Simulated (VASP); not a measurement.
Here is a VASP 6.6.1 calculation.

File run.py:

```python
from ase.calculators.vasp import Vasp
from ase.dft.bandgap import bandgap
from ase.io import read

atoms = read('Li3Dy.cif', primitive_cell=True, subtrans_included=False)
atoms.set_initial_magnetic_moments([5.0, 5.0, 0.0, 0.0, 0.0, 0.0, 0.0, 0.0])
calc = Vasp(
    directory='calc',
    xc='pbe',
    pp='PBE',
    setups={'base': 'minimal', 'Dy': '_3', 'Li': '_sv'},
    prec='Accurate',
    encut=600,
    ediff=1e-07,
    ismear=0,
    sigma=0.1,
    lreal=False,
    lasph=True,
    nelm=150,
    algo='Normal',
    isif=2,
    lwave=False,
    lcharg=False,
    ispin=2,
    lorbit=11,
    lmaxmix=6,
    kpts=[5, 5, 5],
    gamma=True,
    nbands=32,
)
atoms.calc = calc

print('energy (eV):', atoms.get_potential_energy())
print('free energy (eV):', atoms.get_potential_energy(force_consistent=True))
print('forces (eV/A):')
print(atoms.get_forces())
print('stress (eV/A^3, Voigt):', atoms.get_stress())
print('Fermi level (eV):', calc.get_fermi_level())
print('moment (muB):', atoms.get_magnetic_moment())
print('site moments (muB):', atoms.get_magnetic_moments())
gap, top, bottom = bandgap(calc)
print('band gap (eV):', gap, 'from (spin, k, band)', top, 'to', bottom)
```

The input Li3Dy.cif:

```cif
data_Li3Dy
_cell_length_a 6.51689410
_cell_length_b 6.51689410
_cell_length_c 5.09458100
_cell_angle_alpha 90.00000000
_cell_angle_beta 90.00000000
_cell_angle_gamma 120.00000000
_space_group_name_H-M_alt 'P6_3/mmc'
_space_group_name_Hall '-P 6c 2c'
_space_group_IT_number 194
loop_
_space_group_symop_operation_xyz
'x,y,z'
'-x,-y,-z'
'x-y,x,z+1/2'
'-x+y,-x,-z+1/2'
'-y,x-y,z'
'y,-x+y,-z'
'-x,-y,z+1/2'
'x,y,-z+1/2'
'-x+y,-x,z'
'x-y,x,-z'
'y,-x+y,z+1/2'
'-y,x-y,-z+1/2'
'-y,-x,-z+1/2'
'y,x,z+1/2'
'-x,-x+y,-z'
'x,x-y,z'
'-x+y,y,-z+1/2'
'x-y,-y,z+1/2'
'y,x,-z'
'-y,-x,z'
'x,x-y,-z+1/2'
'-x,-x+y,z+1/2'
'x-y,-y,-z'
'-x+y,y,z'
loop_
_atom_site_label
_atom_site_type_symbol
_atom_site_symmetry_multiplicity
_atom_site_Wyckoff_symbol
_atom_site_fract_x
_atom_site_fract_y
_atom_site_fract_z
_atom_site_occupancy
Dy1 Dy 2 d 0.3333333333 0.6666666667 0.7500000000 1
Li1 Li 6 h 0.1510125049 0.3020250099 0.2500000000 1
```

Potentials or basis: VASP PAW PBE potentials, release 64 (Dy_3, Li_sv), 4f in core.

Launch:

```sh
$ python run.py
```

Problem. Estimate the band gap on the k mesh.

Solution. None (metal or under the smearing width).

Problem. Predict the pressure.

Solution. -0.1 GPa.

Problem. What does it give for the site moments?

Solution. Dy +0.10; Li +0.00 μB.

Forces on the atoms (eV/Å):
```
Dy   0.000  0.000  0.000
Dy   0.000  0.000  0.000
Li   0.000  0.038  0.000
Li   0.000 -0.038  0.000
Li  -0.033  0.019  0.000
Li   0.033 -0.019  0.000
Li  -0.033 -0.019  0.000
Li   0.033  0.019  0.000
```

Caveat: the cutoff is under 1.25 times the usual one of these potentials, so pressure, stress and relaxed cells hold a basis-set (Pulay) error; the magnetic or orbital state may not be the lowest; spin-orbit coupling is left out, which moves the levels of the heavy elements; the 4f electrons are frozen in the core as for a trivalent ion, so they carry no moment and show no levels. The state reached can hang on the start; a lower one may exist.
